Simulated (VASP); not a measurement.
Data:

```
CELL_PARAMETERS angstrom
      0.00000     2.45829     2.45829
      2.45829     0.00000     2.45829
      2.45829     2.45829     0.00000
ATOMIC_POSITIONS crystal
  Na 0.00000 0.00000 0.00000
  H  0.50000 0.50000 0.50000
```

Method: RPBE GGA, VASP's PBE PAW potentials (set 64) (plane waves; VASP 6.6.1). Settings: 520 eV cut-off, Gaussian smearing of 0.050 eV, potentials Na_pv H.

Task: Give the energies of bands 4 to 7 at the high-symmetry points, in eV from the valence-band maximum.

Result: 
```tsv
band	Γ	X	U	L	W
4	-3.37	-0.16	-0.10	-0.80	0.00
5	10.07	4.74	5.41	3.89	6.10
6	15.44	10.06	6.39	10.59	6.10
7	15.44	10.54	11.12	13.21	8.29
```

The gap is indirect, 3.89 eV, from the valence maximum at W to the conduction minimum at L.

The compound is NaH in the rock salt structure. It was relaxed first.
